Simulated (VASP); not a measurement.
## AlZn under changes of volume

One of the cells (18.010 Å³/atom); the others are scaled copies at fixed shape and fractional positions:

```
Al Zn
1.0
     4.09994    0.00000    0.00000
    -2.04997    3.55065    0.00000
     0.00000    0.00000    4.94868
Al Zn
2 2
Direct
  0.33333 0.66667 0.25000
  0.66667 0.33333 0.75000
  0.00000 0.00000 0.00000
  0.00000 0.00000 0.50000
```

The cell was built by a generator and needn't be a form met in nature.

- Program: VASP 6.6.1
- Functional: PBE
- Potentials or basis: VASP PAW PBE potentials, release 64 (Al, Zn)
- Cutoff: 520 eV
- k mesh: 8 × 8 × 6
- Occupations: fermi-dirac, width 0.05 eV
- Spin: no spin polarisation

```csv
volume (Å³/atom),energy over the lowest point (meV/atom),pressure (GPa)
16.598,?,?
16.951,7.22,3.2
17.304,1.91,1.7
18.010,0.00,-0.8
18.363,2.81,-1.9
18.716,7.89,-2.8
```

Q: What does the run at 16.598 Å³/atom give?

A: Energy over the lowest point 16.06 meV/atom; pressure 4.9 GPa.

Worked out: A Birch-Murnaghan fit of order 3 (a polynomial in V^(-2/3)) to the other rows has its minimum at 17.78 Å³/atom with B0 = V·E''(V) = 60 GPa and B' = 3.9 at fixed shape and positions, which overstates the stiffness. It gives 15.81 meV/atom at 16.598 Å³/atom, against the run's 16.06, and -dE/dV = 4.7 GPa, against 4.9.

Energies are extrapolated to zero smearing.
